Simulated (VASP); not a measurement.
Data:

```yaml
crystal:
  lattice:
    - [2.28983, -3.96611, 0.00000]
    - [2.28983, 3.96611, 0.00000]
    - [0.00000, 0.00000, 7.44966]
  atoms:
    - { symbol: Mg, position: [0.66667, 0.33333, 0.49973] }
    - { symbol: Mg, position: [0.33333, 0.66667, 0.99973] }
    - { symbol: Te, position: [0.66667, 0.33333, 0.87627] }
    - { symbol: Te, position: [0.33333, 0.66667, 0.37627] }
```

Calculation: optB86b-vdW, VASP's PBE PAW potentials (set 64) (plane waves; VASP). Settings: 520 eV cut-off, Gaussian smearing of 0.050 eV, potentials Mg Te.

Unless said otherwise, spin-orbit coupling is left out, though it shifts the bands of the heavy elements here.

### Question
Estimate the band gap (along the path) with the smallest direct gap where there is one.

### Answer

```yaml
band gap (along the path): 2.44 eV
smallest direct gap (along the path): 2.44 eV
```

The absolute energy has meaning only against runs of the same code, potentials and settings.

The compound is MgTe in the wurtzite structure. It was relaxed first.
